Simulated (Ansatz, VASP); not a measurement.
# Zn2P in two plane-wave programs, part 2 of 2

Wanted: the spread between two codes on one cell, functional and k mesh. The cell is invented: other elements were put on sites of a known structure type. It may not be a known or stable phase. The cell is taken from a series of VASP runs on this material, whose earlier steps may have relaxed, scaled or displaced it; both programs get it as it stands.

VASP 6.6.1 and Ansatz 0.2.0.

So far: Starting point; VASP: band structure, HSE06.

## Step 3: Ansatz: band structure, HSE06

Level of this step: Ansatz beside VASP: Kohn-Sham DFT, plane waves, HSE06 (Ansatz).

Ansatz runs on its default PAW (the set named soft_2) files.

The same cell, functional, mesh and smearing now go to Ansatz, which takes its cutoff from its data sets.

The input, input.yaml:

```yaml
crystal:
  lattice:
    - [0.0, 2.9090437101, 2.9090437101]
    - [2.9090437101, 0.0, 2.9090437101]
    - [2.9090437101, 2.9090437101, 0.0]
  atoms:
    - { symbol: Zn, position: [0.75, 0.75, 0.75] }
    - { symbol: Zn, position: [0.5, 0.5, 0.5] }
    - { symbol: P, position: [0.0, 0.0, 0.0] }
hamiltonian:
  xc: { exchange: pbe, correlation: pbe, exx: { coeff: 0.25, omega: 0.2 } }
  pseudopotentials: { kind: paw }
kpoints:
  mp_grid: { grid: [4, 4, 4] }
  band_path:
    path:
      - [0.0, 0.0, 0.0]
      - [0.5, 0.0, 0.5]
      - [0.5, 0.2, 0.7]
      - [0.4, 0.35, 0.75]
      - [0.15, 0.15, 0.3]
      - [0.2, 0.2, 0.2]
      - [0.55, 0.4, 0.55]
      - [0.6, 0.25, 0.65]
      - [0.5, 0.25, 0.75]
      - [0.5, 0.5, 0.5]
      - [0.375, 0.375, 0.75]
      - [0.5, 0.0, 0.5]
    npoints: 1
scf:
  occupations: { method: fermi_dirac, width: 0.05 }
  n_extra_bands: 7
output:
  forces: true
  stress: true
  eigenvalues: true
```

Started as:

```sh
$ ansatz run input.yaml --threads 4 --pin off --max-ram 9216MiB --backend cpu --events-out ev --progress --plain --runs-dir out
```

Numbers of over 12 decimals in the logs are rounded to 6 here.

The program printed:

```text
Warning: output.stress: scf.convergence.dr2_threshold = 1e-7 eV (the SCF's general default) is looser than the 3e-10 eV advised for a printed stress (1e-10 eV for each atom of the cell: 3). What an SCF threshold leaves in a stress goes as its square root, and in the free energy as the threshold itself, and one threshold admits the most on a small cell: [figures from the program's tests cut] Set scf.convergence.dr2_threshold to 3e-10 eV or tighter. The threshold is an SCF's pass mark: one that does not reach it within its budget of iterations ends unconverged, or closes short of it on a stop that the run arms, and scf.convergence.dr2_threshold's page says what that costs each kind of run
Warning: output.stress: scf.exx.energy_threshold = 1e-6 eV is looser than the 3e-8 eV advised for a stress under a hybrid functional (1e-8 eV for each atom of the cell: 3). Every SCF of the exchange loop can meet its threshold on dr2 while the loop round them stops early: no threshold on dr2 bounds what that leaves in the stress. Set scf.exx.energy_threshold to 3e-8 eV or tighter. The threshold is the loop's pass mark: a loop that does not reach it within its budget of cycles ends unconverged, and scf.exx.energy_threshold's page has the law
scf.n_extra_bands = 7 over 15 filled bands (N_el = 29.0): the run solves 22 bands
Engine: ansatz 0.2.0, aarch64-unknown-linux-gnu
Pseudopotentials: kind: paw
Pseudopotential: Zn, paw, valence charge 12, recommended cutoff 420 eV (normal), Zn.paw.azcp
Pseudopotential: P, paw, valence charge 5, recommended cutoff 420 eV (normal), P.paw.azcp
Functional definition: unnamed
  parameter a_1 = 0.25
  parameter omega_1 = 0.2/angstrom
  exchange = pbe_x + (-a_1)*pbe_x_sr(omega_1) + a_1*exact_x_sr(omega_1)
  correlation = pbe_c
Crystal: 3 atoms, lattice volume = 49.236 Å³
Basis set: ecut = 420 eV, 941 PW (Γ), exchange–correlation on 60×60×60 points (8 copies of the dense FFT grid, shifted against one another)
Bands: 22, of which v1, the nominal top of the filled ones, is band 15 counted from 1 (14 counted from 0)
Symmetry: 24 space group operations
Space group: F-43m (ITA 216), of the structure as read, at distance tolerance 3.7e-5 Å
k-points: 8 of 64 (time reversal used)
Non-local potential: Zn, projectors of the file, l = 0: 2, l = 1: 2, l = 2: 3, l = 3: 1
Non-local potential: P, projectors of the file, l = 0: 2, l = 1: 2, l = 2: 2
PAW form: soft (Blöchl's): semilocal exchange-correlation on the pseudo side does not see the compensation charge
PAW frozen core: Zn, regenerated for the run's functional, and the local potential with it (the file was generated under x = pbe(κ = 0.804, μ = 0.219515), c = pbe(β = 0.066725))
PAW frozen core: P, regenerated for the run's functional, and the local potential with it (the file was generated under x = pbe(κ = 0.804, μ = 0.219515), c = pbe(β = 0.066725))
PAW one-centre angular grid: Zn, 590 points (default); XC on 64 Gauss nodes
PAW one-centre angular grid: P, 110 points (default); XC on 64 Gauss nodes
Initial density: superposition of atomic densities (neutral atoms: chi_scale 0, normalization atom), corrected by the library's trained network
Initial wavefunctions: pseudopotential atomic-orbital guess
Functional: x = pbe(κ = 0.804, μ = 0.219515), c = pbe(β = 0.066725), warm-up for x = pbe(κ = 0.804, μ = 0.219515) + 0.25 (exact − pbe) at short range (hse, ω = 0.2 Å⁻¹), c = pbe(β = 0.066725)
SCF iter   1: F=—  HF=-7393.260394 eV  |F-HF|=—  |Δ(HF+E_count)|=         —  Δρ=3.84e-3  dr2=3.63e-3  ethr=1.77e-3  ⟨swp⟩=11.5  Hψ=916  notcnv=0
preconditioner: auto → none  [insulator: Δε(μ)=0.327 eV  Ē_g=13.001 eV  σ=0.050 eV  W_gap=0.90  n_scr=14 (ndim 8)  ℏωp=28.5 eV  f_vac=0.014  D(μ)=1.22/eV (n_scr^D=8)]
SCF iter   2: F=—  HF=-7393.259762 eV  |F-HF|=—  |Δ(HF+E_count)|=   6.31e-4  Δρ=1.83e-3  dr2=1.34e-3  ethr=1.25e-5  ⟨swp⟩=4.1  Hψ=540  notcnv=0
SCF iter   3: F=—  HF=-7393.259209 eV  |F-HF|=—  |Δ(HF+E_count)|=   5.53e-4  Δρ=8.49e-4  dr2=1.51e-4  ethr=4.64e-6  ⟨swp⟩=3.2  Hψ=400  notcnv=0
iter 4 solved again at ethr=1.12e-8 eV; its pass at ethr=5.19e-7 eV (dr2=3.25e-6 eV) is discarded
SCF iter   4: F=—  HF=-7393.259213 eV  |F-HF|=—  |Δ(HF+E_count)|=   4.24e-6  Δρ=1.03e-4  dr2=2.89e-6  ethr=1.12e-8  ⟨swp⟩=3.2  Hψ=678  notcnv=0
eigensolver tolerance schedule: the retry pair's looser diagonalisation over-reported the residual by 0.12 of it (diagonalisation noise at 0.13 of the residual, at the tolerance the schedule requests for it); recorded, not acted on — ethr = c·dr2/N_el stays at c = 1.0e-1
SCF iter   5: F=—  HF=-7393.259215 eV  |F-HF|=—  |Δ(HF+E_count)|=   2.00e-6  Δρ=9.08e-5  dr2=2.37e-6  ethr=9.96e-9  ⟨swp⟩=4.0  Hψ=465  notcnv=0
SCF iter   6: F=—  HF=-7393.259215 eV  |F-HF|=—  |Δ(HF+E_count)|=   7.78e-7  Δρ=1.11e-5  dr2=3.52e-8  ethr=8.18e-9  ⟨swp⟩=3.4  Hψ=384  notcnv=0
SCF iter   7: F=—  HF=-7393.259215 eV  |F-HF|=—  |Δ(HF+E_count)|=   3.52e-8  Δρ=3.27e-6  dr2=3.67e-9  ethr=1.21e-10  ⟨swp⟩=3.6  Hψ=347  notcnv=0
SCF iter   8: F=-7393.259215 eV  HF=-7393.259215 eV  |F-HF|=2.55e-11  |Δ(HF+E_count)|=   3.92e-9  Δρ=5.32e-7  dr2=9.13e-11  ethr=1.27e-11  ⟨swp⟩=3.5  Hψ=409  notcnv=0
SCF 1 converged in 8 iterations: F = -7393.259215 eV  dr2 = 9.13e-11
  greatest PAW one-centre occupation: 0.985 electrons in one spin orbital (limit 2), on the Zn atom at site 1 (counted from 0), in its partial waves of l = 2
Initial density: handed on by an earlier stage of this run
Initial wavefunctions: those handed on with the density
Functional: x = pbe(κ = 0.804, μ = 0.219515) + 0.25 (exact − pbe) at short range (hse, ω = 0.2 Å⁻¹), c = pbe(β = 0.066725)
Exchange kernel: α = 0.2500, screened, ω = 0.2000 Å⁻¹, Wigner–Seitz truncation, v(0) = 1107.6515 eV·Å³, q-mesh 4×4×4, nearest image of the exchange supercell L = 16.46 Å, pair-density grid 18×18×18, without the augmentation charges, whose exchange is taken in its separable form by FFT convolution over the k-point mesh (sized by the pseudopotential files, 24×24×24 at the most), smooth part of the exact exchange by density-matrix convolution
Frozen-core exchange: fock
iter 1 solved again at ethr=6.44e-4 eV; its pass at ethr=1.00e-1 eV (dr2=1.87e-1 eV) is discarded
[...]
preconditioner: auto → none  [insulator: Δε(μ)=0.607 eV  Ē_g=15.806 eV  σ=0.050 eV  W_gap=0.92  n_scr=14 (ndim 8)  ℏωp=28.5 eV  f_vac=0.016  D(μ)=1.15/eV (n_scr^D=8)]
[...]
SCF iter   3: F=—  HF=-7393.477329 eV  |F-HF|=—  |Δ(HF+E_count)|=   1.39e-2  Δρ=4.38e-3  dr2=5.98e-3  ethr=4.74e-5  ⟨swp⟩=4.0  Hψ=548  notcnv=0
SCF iter   4: F=—  HF=-7393.476930 eV  |F-HF|=—  |Δ(HF+E_count)|=   3.99e-4  Δρ=9.30e-4  dr2=2.35e-3  ethr=1.41e-5  ⟨swp⟩=2.0  Hψ=293  notcnv=0
SCF iter   5: F=—  HF=-7393.491887 eV  |F-HF|=—  |Δ(HF+E_count)|=   1.50e-2  Δρ=2.24e-3  dr2=1.37e-3  ethr=1.03e-6  ⟨swp⟩=4.4  Hψ=532  notcnv=0
SCF iter   6: F=—  HF=-7393.491395 eV  |F-HF|=—  |Δ(HF+E_count)|=   4.91e-4  Δρ=2.57e-4  dr2=4.78e-5  ethr=1.03e-6  ⟨swp⟩=4.0  Hψ=488  notcnv=0
SCF iter   7: F=-7393.491540 eV  HF=-7393.491548 eV  |F-HF|=7.98e-6  |Δ(HF+E_count)|=   1.53e-4  Δρ=1.89e-4  dr2=1.42e-5  ethr=8.01e-8  ⟨swp⟩=4.0  Hψ=500  notcnv=0
SCF 2 stopped early in 7 iterations: F = -7393.491540 eV  dr2 = 1.42e-5
  greatest PAW one-centre occupation: 0.987 electrons in one spin orbital (limit 2), on the Zn atom at site 1 (counted from 0), in its partial waves of l = 2
hybrid outer 1: dexx = +1.552e-2 eV, tail = 1.32e-4 eV
Exchange kernel: α = 0.2500, screened, ω = 0.2000 Å⁻¹, Wigner–Seitz truncation, v(0) = 1107.6515 eV·Å³, q-mesh 4×4×4, nearest image of the exchange supercell L = 16.46 Å, pair-density grid 18×18×18, without the augmentation charges, whose exchange is taken in its separable form by FFT convolution over the k-point mesh (sized by the pseudopotential files, 24×24×24 at the most), smooth part of the exact exchange by density-matrix convolution
Frozen-core exchange: fock
SCF iter   1: F=—  HF=-7393.490601 eV  |F-HF|=—  |Δ(HF+E_count)|=         —  Δρ=1.10e-4  dr2=4.86e-6  ethr=2.28e-6  ⟨swp⟩=3.5  Hψ=383  notcnv=0
preconditioner: auto → none  [insulator: Δε(μ)=0.611 eV  Ē_g=15.433 eV  σ=0.050 eV  W_gap=0.92  n_scr=14 (ndim 8)  ℏωp=28.5 eV  f_vac=0.013  D(μ)=1.15/eV (n_scr^D=8)]
SCF iter   2: F=—  HF=-7393.490604 eV  |F-HF|=—  |Δ(HF+E_count)|=   2.46e-6  Δρ=3.46e-5  dr2=9.42e-7  ethr=1.46e-8  ⟨swp⟩=4.0  Hψ=450  notcnv=0
SCF iter   3: F=—  HF=-7393.490603 eV  |F-HF|=—  |Δ(HF+E_count)|=   2.37e-7  Δρ=1.40e-5  dr2=6.46e-8  ethr=2.23e-9  ⟨swp⟩=3.1  Hψ=322  notcnv=0
SCF iter   4: F=—  HF=-7393.490604 eV  |F-HF|=—  |Δ(HF+E_count)|=   1.26e-7  Δρ=6.34e-6  dr2=1.09e-8  ethr=1.95e-10  ⟨swp⟩=3.9  Hψ=467  notcnv=0  defer=1
SCF iter   5: F=-7393.490604 eV  HF=-7393.490604 eV  |F-HF|=5.51e-10  |Δ(HF+E_count)|=   8.35e-9  Δρ=1.22e-6  dr2=5.10e-10  ethr=3.69e-11  ⟨swp⟩=4.0  Hψ=454  notcnv=0
SCF 3 converged in 5 iterations: F = -7393.490604 eV  dr2 = 5.10e-10
  Residual-converged pass: ⟨swp⟩=2.4  Hψ=266  notcnv=0  max |occ|·‖R‖ = 2.4e-6 eV (tolerance 2.4e-6 eV)  dr2=5.07e-10  dr2_onsite=3.04e-10  max |Δocc| = 1.7e-13
hybrid outer 2: dexx = +2.637e-6 eV, tail = 2.51e-8 eV, Δε = 6.50e-3 eV (about 1.36e-4 eV left of the loop's levels)
NSCF: frozen V_eff on 12 k-points
hybrid SCF converged: 2 outer / 12 inner (+8 warm-up), last move |dexx| = 2.64e-6 eV, tail = 2.51e-8 eV
Stability not checked: this state was not tested for a lower state beside it, because the functional holds exact exchange (a hybrid, or Hartree-Fock), whose exchange loop this test does not read (fock_operator; see scf.lower_state_search)
Free energy (F): -7393.490603 eV
Frozen-core exchange: fock
Harris-Foulkes:  -7393.490603 eV  (|F-HF|=5.51e-10)
Internal energy: -7393.479583 eV  (E = F + TS)
E sigma→0 (E₀):  -7393.485093 eV
Entropy (-TS):   -0.011021 eV (-3.674 meV/atom)
Fermi energy:    9.197717 eV
--- Per-component energies (eV) ---
  E_band       = 26.703181
  E_kinetic    = 330.747344
  E_local      = -3635.891778  (includes V_loc(G=0)·N_el)
  E_nonlocal   = 1265.572258
  E_hartree    = 1551.491110
  E_xc         = -267.709326
  E_vxc        = -132.810970  (∫ρ·V_xc dr)
  E_exx        = -91.343720  (= α·E_x^exact, valence–valence)
  E_paw        = -4204.961677  (= ΣΔE_a)
  E_vpaw       = -721.208548  (= ΣTr[D̂ρ^β])
  E_aug_tail   = -0.000747  (compensation charges beyond the density's cutoff)
  E_ewald      = -2342.592152
  E_core_change = 1.209106  (= ΣΔE_core)
  E_smearing   = -0.011021  (= −TS)
  E_closure    = 0.000000  (closes the sum)
  Σ components = -7393.490603   (vs F -7393.490603, Δ=0.00e0)
--- Forces (eV/Å), atoms counted from 1 ---
  atom   1  Zn     0.00000000    -0.00000000     0.00000000
  atom   2  Zn    -0.00000000    -0.00000000     0.00000000
  atom   3  P      0.00000000     0.00000000    -0.00000000
  max |Σ_I F_I| component: 8.28e-17 eV/Å
--- Stress (GPa, compression-positive) ---
        2.538345      -0.000000      -0.000000
        0.000000       2.538345       0.000000
        0.000000       0.000000       2.538345
  P = ⅓ Tr σ = 2.5383 GPa (25.383 kbar)
--- Band table (eV; the first three rows and the last of 8) ---
  k-point 0: bands = [... 11 lower, 7.9435, 8.3012, 8.3012, 8.3012, 13.1417, 13.1417, 13.1417, 16.8415, ... 3 higher]
  k-point 1: bands = [... 11 lower, 4.1211, 7.9357, 7.9357, 9.8682, 12.8026, 12.8026, 13.1486, 16.3780, ... 3 higher]
  k-point 2: bands = [... 11 lower, 1.4754, 7.6926, 7.6926, 9.6876, 11.8876, 11.8876, 13.3474, 18.6791, ... 3 higher]
  k-point 7: bands = [... 11 lower, 2.6952, 3.5340, 4.4211, 10.9559, 12.5102, 13.9313, 15.1065, 18.2490, ... 3 higher]
```

Elapsed: 19 s, on 4 threads of Arm Neoverse V2, shared host; peak memory 0.67 GiB; 70 s of CPU time.

In the SCF lines HF is the Harris–Foulkes energy and dr2 the Hartree energy of the density residual, in eV; the loop may stop once dr2 is under the threshold and the program's other checks hold. Hψ counts applications of the Hamiltonian.

## Step 4: Differences

Known differences besides the potentials themselves: exact exchange at q = 0 is treated differently, which shows on coarse meshes; VASP keeps PBE cores, Ansatz makes them for the functional; the cutoff is 420 eV in Ansatz and 400 eV in VASP; VASP takes a coarser grid for exact exchange (PRECFOCK = Fast). Total energies have different zeros and are not compared.

Levels from 3 eV below to 2 eV above the Fermi level differ by 6 meV r.m.s. and 9 meV at most; each VASP level is matched to the nearest of Ansatz, which flatters the figure a little.

## Step 5: Results

```yaml
r_m_s_difference_of_levels_near_the_fermi_level_band_structure_hse06: 5.6 meV
```

In words: The r.m.s. difference of levels near the Fermi level is 5.6 meV (band structure, HSE06), within the 80 meV picked in this series as the mark of a large difference. Such differences can come from data sets, numerical settings and the points named under the comparisons, not from the functional's error against experiment.

[Lines on the potential files, build, host, timing and source positions are cut from VASP's logs without a mark.]

[Logs are printed without paths, hosts, clocks, repeated set-up lines and the standing remarks that a program may print on its own settings, such as how far it seeks lower states.]

[Hosts, paths, dates, database ids (printed as entryN), source tags and the programs' standing remarks are cut or masked in the printed files.]
